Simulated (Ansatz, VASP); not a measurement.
# LiBeF3 in two plane-wave programs, part 2 of 3

Wanted: the spread between two codes on one cell, functional and k mesh. The cell is generated by rule, not measured, and may not be a known phase. The cell is taken from a series of runs on this material, whose earlier steps may have relaxed, scaled, displaced or heated it; both programs get it as it stands.

VASP 6.6.1 and Ansatz 0.2.0.

So far: Starting point; Ansatz: zone-centre phonons, PBE.

### 3. VASP: zone-centre phonons, PBE

Level of this step: PBE; plane waves and PAW (Li_sv, Be, F); invented cell (VASP).

The same cell, functional and mesh now go to VASP, with its own data sets.

Lines of VASP's logs that name or quote its potential files are left out, and so is its time.

File INCAR:

```
SYSTEM = LiBeF3
PREC = Accurate
ENCUT = 750
EDIFF = 1E-08
NELM = 120
ISMEAR = 0
SIGMA = 0.01
LREAL = .FALSE.
ALGO = Normal
GGA = PE
NBANDS = 19
LORBIT = 11
LWAVE = .FALSE.
LCHARG = .FALSE.
ISIF = 2
IBRION = 8
LEPSILON = .TRUE.
LASPH = .TRUE.
GGA_COMPAT = .FALSE.
EFERMI = MIDGAP
KPAR = 2
```

File POSCAR:

```
LiBeF3
1.0
    3.4973422640      0.0000000000      0.0000000000
    0.0000000000      3.4973422640      0.0000000000
    0.0000000000      0.0000000000      3.4973422640
Li Be F
1 1 3
Direct
    0.0000000000      0.0000000000      0.0000000000
    0.5000000000      0.5000000000      0.5000000000
    0.5000000000      0.5000000000      0.0000000000
    0.5000000000      0.0000000000      0.5000000000
    0.0000000000      0.5000000000      0.5000000000
```

File KPOINTS:

```
Automatic mesh
0
Gamma
8 8 8
0 0 0
```

Potentials, in the order of the species: Li_sv, Be and F (PBE family, release 64).

On the command line:

```
$ mpirun -np 2 vasp_std
```

What it wrote:

```text
[banner, memory and clock lines left out]
running    2 mpi-ranks, on    1 nodes
 distrk:  each k-point on    1 cores,    2 groups
 distr:  one band on    1 cores,    1 groups

 POSCAR found type information on POSCAR LiBeF
 POSCAR found :  3 types and       5 ions
 LDA part: xc-table for (Slater+PW92), standard interpolation
 POSCAR, INCAR and KPOINTS ok, starting setup
 FFT: planning ... GRIDC
 FFT: planning ... GRID_SOFT
 FFT: planning ... GRID
 WAVECAR not read
 entering main loop
       N       E                     dE             d eps       ncg     rms          rms(c)
DAV:   1     0.188716853612E+03    0.18872E+03   -0.17739E+04  1330   0.180E+03
DAV:   2    -0.163087950434E+02   -0.20503E+03   -0.19925E+03  1621   0.379E+02
DAV:   3    -0.262607202401E+02   -0.99519E+01   -0.98960E+01  1799   0.803E+01
DAV:   4    -0.266916575717E+02   -0.43094E+00   -0.43020E+00  2177   0.144E+01
DAV:   5    -0.266953597097E+02   -0.37021E-02   -0.37019E-02  1737   0.133E+00    0.746E+00
DAV:   6    -0.253620953835E+02    0.13333E+01   -0.48211E+00  1623   0.168E+01    0.226E+00
DAV:   7    -0.253631354749E+02   -0.10401E-02   -0.12898E-01  2004   0.246E+00    0.144E+00
DAV:   8    -0.253666236327E+02   -0.34882E-02   -0.37157E-02  1958   0.209E+00    0.253E-01
DAV:   9    -0.253660771092E+02    0.54652E-03   -0.69486E-03  1907   0.718E-01    0.880E-02
DAV:  10    -0.253661764866E+02   -0.99377E-04   -0.39858E-04  1539   0.183E-01    0.125E-02
DAV:  11    -0.253661768910E+02   -0.40441E-06   -0.77858E-06  2107   0.276E-02    0.334E-03
DAV:  12    -0.253661771246E+02   -0.23352E-06   -0.80447E-07  1830   0.834E-03    0.212E-03
DAV:  13    -0.253661770583E+02    0.66284E-07   -0.26518E-07  1956   0.433E-03    0.377E-04
DAV:  14    -0.253661770678E+02   -0.95229E-08   -0.61354E-09  1347   0.785E-04
   1 F= -.25366177E+02 E0= -.25366177E+02  d E =0.000000E+00
 Linear response reoptimize wavefunctions to high precision
DAV:   1    -0.253661770712E+02   -0.34197E-08   -0.37522E-09  1941   0.418E-04
DAV:   2    -0.253661770712E+02    0.72760E-11   -0.69285E-11  1001   0.653E-05
 Linear response G [H, r] |phi>, progress :
  Direction:   1
       N       E                     dE             d eps       ncg     rms
RMM:   1    -0.943139868461E+02   -0.94314E+02    0.63365E+01  2344   0.141E+02
RMM:   2    -0.892939003491E+02    0.50201E+01   -0.12089E+01  2497   0.241E+01
RMM:   3    -0.893676936210E+02   -0.73793E-01   -0.72325E-01  2751   0.525E+00
RMM:   4    -0.894046201587E+02   -0.36927E-01   -0.14726E-01  2912   0.213E+00
RMM:   5    -0.894129249617E+02   -0.83048E-02   -0.27529E-02  2966   0.917E-01
RMM:   6    -0.894146731671E+02   -0.17482E-02   -0.53225E-03  3008   0.410E-01
RMM:   7    -0.894150838282E+02   -0.41066E-03   -0.12803E-03  2976   0.177E-01
RMM:   8    -0.894151948164E+02   -0.11099E-03   -0.34384E-04  2966   0.908E-02
RMM:   9    -0.894152283675E+02   -0.33551E-04   -0.20983E-04  2923   0.524E-02
RMM:  10    -0.894152395235E+02   -0.11156E-04    0.28349E-04  2911   0.335E-02
RMM:  11    -0.894152424907E+02   -0.29673E-05   -0.38186E-04  2897   0.239E-02
RMM:  12    -0.894152435295E+02   -0.10388E-05   -0.27759E-04  2877   0.189E-02
RMM:  13    -0.894152439380E+02   -0.40853E-06    0.17561E-04  2872   0.162E-02
RMM:  14    -0.894152444561E+02   -0.51807E-06   -0.24584E-04  2875   0.147E-02
RMM:  15    -0.894152448185E+02   -0.36235E-06    0.70708E-05  2888   0.138E-02
RMM:  16    -0.894152441466E+02    0.67187E-06   -0.58507E-05  2859   0.134E-02
RMM:  17    -0.894152446080E+02   -0.46138E-06    0.13929E-05  2868   0.131E-02
RMM:  18    -0.894152448488E+02   -0.24079E-06   -0.29412E-04  2898   0.130E-02
 Linear response G [H, r] |phi>, progress :
  Direction:   2
       N       E                     dE             d eps       ncg     rms
RMM:   1    -0.956416266321E+02   -0.95642E+02    0.67741E+01  2355   0.146E+02
RMM:   2    -0.911492444423E+02    0.44924E+01   -0.12371E+01  2484   0.241E+01
RMM:   3    -0.911469725502E+02    0.22719E-02   -0.71459E-01  2735   0.531E+00
RMM:   4    -0.911763477632E+02   -0.29375E-01   -0.13245E-01  2929   0.200E+00
RMM:   5    -0.911826564917E+02   -0.63087E-02   -0.26095E-02  2961   0.825E-01
RMM:   6    -0.911837838820E+02   -0.11274E-02   -0.67938E-03  3019   0.355E-01
RMM:   7    -0.911839886586E+02   -0.20478E-03   -0.34990E-03  2980   0.148E-01
RMM:   8    -0.911840654676E+02   -0.76809E-04   -0.31557E-03  2927   0.759E-02
RMM:   9    -0.911840418336E+02    0.23634E-04   -0.26196E-03  2922   0.423E-02
RMM:  10    -0.911840323415E+02    0.94921E-05   -0.23515E-03  2902   0.283E-02
RMM:  11    -0.911840230482E+02    0.92933E-05   -0.18258E-03  2881   0.215E-02
RMM:  12    -0.911840279265E+02   -0.48783E-05   -0.19212E-03  2873   0.179E-02
RMM:  13    -0.911840271395E+02    0.78702E-06   -0.24212E-03  2859   0.160E-02
RMM:  14    -0.911840146559E+02    0.12484E-04   -0.18176E-03  2861   0.150E-02
RMM:  15    -0.911840108214E+02    0.38345E-05   -0.17459E-03  2853   0.145E-02
[...]
RMM:   4    -0.149293119175E+00   -0.89133E-02   -0.34104E-03  5217   0.505E-01    0.366E-02
RMM:   5    -0.150667322975E+00   -0.13742E-02   -0.44923E-04  5902   0.131E-01    0.107E-02
RMM:   6    -0.150720983593E+00   -0.53661E-04   -0.84971E-05  5837   0.416E-02    0.240E-03
[...]
RMM:  10    -0.150767311716E+00   -0.10852E-05   -0.56691E-07  5816   0.142E-03    0.255E-05
RMM:  11    -0.150766833028E+00    0.47869E-06   -0.83969E-07  5557   0.914E-04    0.143E-05
RMM:  12    -0.150766291850E+00    0.54118E-06   -0.59125E-07  5432   0.714E-04    0.370E-06
 change of polarisation eV/A/(eV/A) component  3 :    -0.017    -0.022     0.275
 dielectric tensor                  component  3 :    -0.071    -0.092     2.164
 Linear response DOF=           4
 Linear response progress:
  Degree of freedom:   1/  4
       N       E                     dE             d eps       ncg     rms          rms(c)
RMM:   1    -0.158746117275E+00   -0.15875E+00   -0.35799E-01  3993   0.876E+00
RMM:   2    -0.160803484805E+00   -0.20574E-02   -0.12442E-02  5137   0.509E-01    0.143E-01
RMM:   3    -0.160533709467E+00    0.26978E-03   -0.15665E-03  5676   0.193E-01    0.802E-02
RMM:   4    -0.160059187046E+00    0.47452E-03   -0.31261E-04  5536   0.113E-01    0.542E-03
RMM:   5    -0.160094866473E+00   -0.35679E-04   -0.43792E-05  6165   0.357E-02    0.198E-03
RMM:   6    -0.160182325571E+00   -0.87459E-04   -0.18815E-05  6090   0.198E-02    0.311E-04
RMM:   7    -0.160183773285E+00   -0.14477E-05   -0.92709E-06  6272   0.116E-02    0.252E-04
RMM:   8    -0.160187271560E+00   -0.34983E-05   -0.49498E-06  6231   0.758E-03    0.143E-04
RMM:   9    -0.160190190014E+00   -0.29185E-05   -0.36680E-06  6088   0.534E-03    0.574E-05
RMM:  10    -0.160189941982E+00    0.24803E-06   -0.37226E-06  6184   0.389E-03    0.180E-05
RMM:  11    -0.160189644675E+00    0.29731E-06   -0.29336E-06  6370   0.298E-03    0.364E-05
RMM:  12    -0.160190280071E+00   -0.63540E-06   -0.21903E-06  6151   0.237E-03    0.301E-05
RMM:  13    -0.160190506246E+00   -0.22618E-06   -0.17649E-06  6311   0.193E-03    0.287E-05
RMM:  14    -0.160190621170E+00   -0.11492E-06   -0.14016E-06  6252   0.160E-03    0.302E-05
RMM:  15    -0.160190614777E+00    0.63925E-08   -0.11222E-06  6157   0.134E-03    0.345E-05
RMM:  16    -0.160190907465E+00   -0.29269E-06   -0.93256E-07  6170   0.115E-03    0.295E-05
 first order change of Fermi-energy   0.59934E-05
 force on displaced ion       1 direction 1 :   0.585   0.000   0.000
 Born effective charge ion    1 direction 1 :   1.186   0.000   0.000
 Linear response progress:
  Degree of freedom:   2/  4
       N       E                     dE             d eps       ncg     rms          rms(c)
RMM:   1    -0.766251386152E-02   -0.76625E-02    0.29736E-02  6053   0.901E-01
RMM:   2    -0.762790420437E-02    0.34610E-04   -0.51658E-04  5028   0.164E-01    0.791E-02
RMM:   3    -0.761731144888E-02    0.10593E-04   -0.84989E-05  5312   0.599E-02    0.455E-02
RMM:   4    -0.771802128625E-02   -0.10071E-03   -0.86030E-05  5131   0.575E-02    0.449E-03
RMM:   5    -0.771567659697E-02    0.23447E-05   -0.29296E-06  5476   0.126E-02    0.718E-04
RMM:   6    -0.771447124919E-02    0.12053E-05   -0.40393E-07  5826   0.338E-03    0.383E-04
RMM:   7    -0.771352437640E-02    0.94687E-06   -0.65681E-08  5876   0.151E-03    0.746E-05
RMM:   8    -0.771360796056E-02   -0.83584E-07   -0.35872E-09  6106   0.628E-04    0.381E-05
RMM:   9    -0.771357307395E-02    0.34887E-07    0.11005E-08  6003   0.319E-04    0.753E-06
RMM:  10    -0.771357756942E-02   -0.44955E-08    0.13518E-08  6179   0.194E-04    0.431E-06
 first order change of Fermi-energy   0.67857E-04
 force on displaced ion       2 direction 1 :  -1.693  -0.000   0.000
 Born effective charge ion    2 direction 1 :   2.180   0.000   0.000
 Linear response progress:
  Degree of freedom:   3/  4
       N       E                     dE             d eps       ncg     rms          rms(c)
RMM:   1    -0.540462655769E+00   -0.54046E+00    0.55328E-01  8849   0.432E+00
RMM:   2    -0.534000689509E+00    0.64620E-02   -0.78998E-03  8378   0.718E-01    0.970E-02
RMM:   3    -0.535604832217E+00   -0.16041E-02   -0.82639E-04  8571   0.174E-01    0.519E-02
RMM:   4    -0.537603228096E+00   -0.19984E-02   -0.31002E-04  8470   0.111E-01    0.111E-02
RMM:   5    -0.537779502871E+00   -0.17627E-03   -0.34375E-05  9616   0.329E-02    0.289E-03
RMM:   6    -0.537713161240E+00    0.66342E-04   -0.60018E-06  9716   0.125E-02    0.618E-04
RMM:   7    -0.537720700932E+00   -0.75397E-05   -0.10509E-06 10078   0.485E-03    0.211E-04
RMM:   8    -0.537718635155E+00    0.20658E-05   -0.29394E-07 10345   0.220E-03    0.410E-05
RMM:   9    -0.537718689201E+00   -0.54046E-07   -0.18600E-07 10490   0.121E-03    0.270E-05
RMM:  10    -0.537718739858E+00   -0.50657E-07   -0.17251E-07 10498   0.837E-04    0.370E-06
RMM:  11    -0.537718683835E+00    0.56023E-07   -0.21021E-07 10557   0.692E-04    0.386E-06
RMM:  12    -0.537718685549E+00   -0.17138E-08   -0.28911E-07 10713   0.629E-04    0.163E-06
RMM:  13    -0.537718681285E+00    0.42633E-08   -0.68854E-08 10777   0.600E-04    0.299E-07
 first order change of Fermi-energy   0.16303E-03
 force on displaced ion       3 direction 1 :  -4.338   0.000   0.000
 Born effective charge ion    3 direction 1 :  -0.878   0.000   0.000
 Linear response progress:
  Degree of freedom:   4/  4
       N       E                     dE             d eps       ncg     rms          rms(c)
RMM:   1    -0.539514986859E+00   -0.53951E+00    0.78291E-01  5013   0.446E+00
RMM:   2    -0.534576596864E+00    0.49384E-02   -0.10029E-02  4936   0.699E-01    0.135E-01
RMM:   3    -0.536353642384E+00   -0.17770E-02   -0.12695E-03  5006   0.200E-01    0.736E-02
RMM:   4    -0.538634685273E+00   -0.22810E-02   -0.67978E-04  5074   0.157E-01    0.158E-02
RMM:   5    -0.538704532511E+00   -0.69847E-04   -0.61432E-05  5573   0.402E-02    0.255E-03
RMM:   6    -0.538643957345E+00    0.60575E-04   -0.11716E-05  5633   0.134E-02    0.468E-04
RMM:   7    -0.538646729123E+00   -0.27718E-05   -0.19962E-06  5984   0.497E-03    0.158E-04
RMM:   8    -0.538645413112E+00    0.13160E-05   -0.37493E-07  6126   0.215E-03    0.390E-05
RMM:   9    -0.538646119471E+00   -0.70636E-06   -0.10720E-07  6143   0.116E-03    0.291E-05
RMM:  10    -0.538645652326E+00    0.46715E-06   -0.77727E-08  5975   0.822E-04    0.445E-06
RMM:  11    -0.538645561208E+00    0.91117E-07   -0.62031E-08  6182   0.687E-04    0.224E-06
RMM:  12    -0.538645570969E+00   -0.97604E-08    0.43109E-09  6257   0.637E-04    0.112E-06
 first order change of Fermi-energy  -0.38282E-03
 force on displaced ion       3 direction 3 :  -0.000   0.000 -10.167
 Born effective charge ion    3 direction 3 :   0.000   0.000  -1.608
 Born effective charges drift removed
 Linear response finished
```

(Part 2 of 3 ends here.)

[Lines on the potential files, build, host, timing and source positions are cut from VASP's logs without a mark.]

[Logs are printed without paths, hosts, clocks, repeated set-up lines and the standing remarks that a program may print on its own settings, such as how far it seeks lower states.]

[Hosts, paths, dates, database ids (printed as entryN), source tags and the programs' standing remarks are cut or masked in the printed files.]
